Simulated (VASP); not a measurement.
Level of theory: PBE GGA, VASP's PBE PAW potentials (set 64) (plane waves; VASP).

VASP input:

**KPOINTS**
```
Automatic mesh
0
Gamma
14 14 14
0 0 0
```

**INCAR**
```
PREC = Accurate
ISIF = 2   # forces and stress, cell fixed
SYSTEM = In
LCHARG = F
LASPH = T   # aspherical one-centre terms
ENCUT = 400   # plane-wave cut-off (eV)
ADDGRID = T
LMAXMIX = 4   # l cut-off of mixed one-centre charges
ALGO = Normal   # blocked Davidson
NELM = 100   # most electronic steps
SIGMA = 0.1   # width (eV)
GGA = PE   # PBE
EDIFF = 1E-6   # SCF stop (eV)
ISMEAR = 1   # Methfessel-Paxton
LREAL = F
LWAVE = F
```

**POSCAR**
```
In
1
   -1.6575000000     1.6575000000     2.5245000000
    1.6575000000    -1.6575000000     2.5245000000
    1.6575000000     1.6575000000    -2.5245000000
In
1
Direct
  0.0000000000   0.0000000000   0.0000000000
```

POTCAR, in this order: In_d (PBE.64 set). Program: vasp_std.

What VASP printed:

### OUTCAR
```
 ion  position               nearest neighbor table
   1  0.000  0.000  0.000-
  LATTYP: Found a body centered tetragonal cell.
 ALAT       =     3.3150000000
 C/A-ratio  =     1.5230769231
 Subroutine PRICEL returns:
 Original cell was already a primitive cell.
 Subroutine GETGRP returns: Found 16 space group operations
The static configuration has the point symmetry D_4h.
The dynamic configuration has the point symmetry D_4h.
 Subroutine INISYM returns: Found 16 space group operations
 Subroutine IBZKPT returns following result:
 Found    244 irreducible k-points:

 Following reciprocal coordinates:
            Coordinates               Weight
  0.000000  0.000000  0.000000      1.000000
  0.071429  0.000000 -0.000000      8.000000
  0.142857  0.000000 -0.000000      8.000000
  0.214286  0.000000 -0.000000      8.000000
  0.285714  0.000000 -0.000000      8.000000
  0.357143  0.000000 -0.000000      8.000000
  0.428571  0.000000 -0.000000      8.000000
  0.500000  0.000000 -0.000000      4.000000
  0.071429  0.071429  0.000000      8.000000
...
```

File OSZICAR:
```
       N       E                     dE             d eps       ncg     rms          rms(c)
DAV:   1     0.642548154660E+02    0.64255E+02   -0.56633E+03  4926   0.134E+03
DAV:   2    -0.575649881996E-01   -0.64312E+02   -0.63458E+02  4966   0.264E+02
DAV:   3    -0.252666077036E+01   -0.24691E+01   -0.24574E+01  5652   0.612E+01
DAV:   4    -0.258227126359E+01   -0.55610E-01   -0.55592E-01  6222   0.922E+00
DAV:   5    -0.258462440290E+01   -0.23531E-02   -0.23530E-02  5912   0.154E+00    0.201E+00
DAV:   6    -0.256487017960E+01    0.19754E-01   -0.39736E-02  5592   0.430E+00    0.101E+00
DAV:   7    -0.256120946569E+01    0.36607E-02   -0.12802E-02  5672   0.225E+00    0.234E-01
DAV:   8    -0.256101214655E+01    0.19732E-03   -0.72604E-04  5756   0.537E-01    0.301E-02
DAV:   9    -0.256101888676E+01   -0.67402E-05   -0.13841E-05  6610   0.522E-02    0.123E-02
DAV:  10    -0.256101954365E+01   -0.65689E-06   -0.94786E-07  3452   0.121E-02
   1 F= -.25610195E+01 E0= -.25609616E+01  d E =-.173736E-03
```

File OUTCAR:
```
------------------------ aborting loop because EDIFF is reached ----------------------------------------
  FORCE on cell =-STRESS in cart. coord.  units (eV):
  Direction    XX          YY          ZZ          XY          YZ          ZX
  --------------------------------------------------------------------------------------
  Total       -0.0958708     -0.0958708     -0.0527220      0.0000000      0.0000000      0.0000000
  in kB       -5.5367470     -5.5367470     -3.0448072      0.0000000      0.0000000      0.0000000
  external PRESSURE =      -4.7061004 kB  Pullay stress =       0.0000000 kB
  volume of cell :       27.74
      direct lattice vectors                 reciprocal lattice vectors
    -1.657500000  1.657500000  2.524500000     0.000000000  0.301659125  0.198059022
     1.657500000 -1.657500000  2.524500000     0.301659125  0.000000000  0.198059022
     1.657500000  1.657500000 -2.524500000     0.301659125  0.301659125  0.000000000
 POSITION                                       TOTAL-FORCE (eV/Angst)
 -----------------------------------------------------------------------------------
      0.00000      0.00000      0.00000         0.000000      0.000000      0.000000
 -----------------------------------------------------------------------------------
    total drift:                               -0.000000      0.000000     -0.000000
  FREE ENERGIE OF THE ION-ELECTRON SYSTEM (eV)
  ---------------------------------------------------
  free  energy   TOTEN  =        -2.5610195436 eV

  energy  without entropy=       -2.5608458077  energy(sigma->0) =       -2.56096163
```
(Selected blocks of OUTCAR.)

The compound is In in the bct structure. The cell was not relaxed at this level. The run is one of a series of settings (ADDGRID = .TRUE. against the base run), some of them coarse on purpose.
